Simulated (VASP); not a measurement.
An input for Ansatz (written as the equivalent of a VASP run, and not itself run):

Ansatz 0.2 input:
```yaml
crystal:
  lattice:
    - [3.4882910, 0.0000000, 0.0000000]
    - [-1.7441460, 3.0209490, 0.0000000]
    - [0.0000000, 0.0000000, 3.4044000]
  atoms:
    - { symbol: Zn, position: [0.0000000, 0.0000000, 0.0000000] }
    - { symbol: Se, position: [0.6666670, 0.3333330, 0.5000000] }
kpoints:
  mp_grid: { grid: [8, 8, 7] }
hamiltonian:
  xc: r2scan
  pseudopotentials: { kind: paw }
scf:
  occupations: { method: gaussian, width: 0.05 }
  max_iter: 100
relax:
  max_steps: 60
  f_tol: 0.01
  cell: {}
output: { forces: true, stress: true, eigenvalues: true }
```

Problem. Write the VASP files for the same calculation (r2SCAN).

Solution. This is not unique; one that fits is 
KPOINTS:
```
Automatic mesh
0
Gamma
8 8 7
0 0 0
```

INCAR:
```
SYSTEM = ZnSe
PREC = Accurate; ENCUT = 400; LREAL = F
LASPH = T
EDIFF = 1E-6; NELM = 100; ALGO = Normal
LMAXMIX = 4; LMIXTAU = T
ISMEAR = 0; SIGMA = 0.05
METAGGA = R2SCAN
IBRION = 2; NSW = 60; ISIF = 3
EDIFFG = -0.01
LWAVE = F; LCHARG = F
```

POSCAR:
```
ZnSe
1.0
  3.4882910000   0.0000000000   0.0000000000
 -1.7441460000   3.0209490000   0.0000000000
  0.0000000000   0.0000000000   3.4044000000
Zn Se
1 1
Direct
  0.0000000000   0.0000000000   0.0000000000
  0.6666670000   0.3333330000   0.5000000000
```

POTCAR, in this order: Zn Se (PBE.64 set). Program: vasp_std.

The two are equivalent in intent, not identical: each code has its own PAW files, so the cut-off isn't converted (ENCUT is set for VASP's; basis.ecutwfc is left out, and Ansatz then takes the one that its files recommend); Ansatz stops its SCF on the density residual and VASP on the energy change (EDIFF).

The structure was generated: ZnSe was put into the WC type (P-6m2), which need not be its known phase. This run relaxes it. Symmetry was kept, so distortions that lower it aren't found.
